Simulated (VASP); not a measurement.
A run of VASP 6.6.1 is set up as follows.

INCAR

```
PREC     = Normal         # precision mode
ENCUT    = 520            # plane-wave cutoff, eV
EDIFF    = 1E-5           # SCF threshold, eV
ISMEAR   = 0              # smearing method
SIGMA    = 0.15           # smearing width, eV
LREAL    = Auto         
LASPH    = True           # aspherical terms in the spheres
NELM     = 80             # most SCF steps
ALGO     = Fast           # electronic algorithm
ISIF     = 2              # what is computed and relaxed
LWAVE    = False          # write WAVECAR
LCHARG   = False          # write CHGCAR
GGA      = PE             # functional
NBANDS   = 59             # bands
```

KPOINTS

```
Automatic mesh
0
Gamma
  7 7 3
```

The input POSCAR:

```
Lu3AlN4
1.0
    3.3161200000      0.0000000000      0.0000000000
    0.0000000000      3.3161200000      0.0000000000
    0.0000000000      0.0000000000      9.1785000000
Lu Al N
3 1 4
Direct
    0.5000000000      0.5000000000      0.7630640000
    0.0000000000      0.0000000000      0.5000000000
    0.5000000000      0.5000000000      0.2369360000
    0.0000000000      0.0000000000      0.0000000000
    0.0000000000      0.0000000000      0.2302990000
    0.5000000000      0.5000000000      0.0000000000
    0.0000000000      0.0000000000      0.7697010000
    0.5000000000      0.5000000000      0.5000000000
```

Potentials or basis: VASP PAW PBE potentials, release 64 (Lu, Al, N).

Launch:

```sh
$ cat potpaw_PBE.64/Lu/POTCAR potpaw_PBE.64/Al/POTCAR potpaw_PBE.64/N/POTCAR > POTCAR
$ mpirun -np 1 vasp_std > vasp.out
```

Task: What does it give for the band gap on the k mesh?

Result: 0.10 eV, direct.

Task: What does it give for the pressure?

Result: 0.0 GPa.

Task: What does it give for the largest force?

Result: 0.012 eV/Å.

Forces on the atoms (eV/Å):
```
Lu   0.000  0.000 -0.012
Lu   0.000  0.000  0.000
Lu   0.000  0.000  0.012
Al   0.000  0.000  0.000
N    0.000  0.000 -0.011
N    0.000  0.000  0.000
N    0.000  0.000  0.011
N    0.000  0.000  0.000
```

Caveat: spin-orbit coupling is left out, which moves the levels of the heavy elements; an odd mesh through Γ misses points on the zone boundary, where band edges often lie.
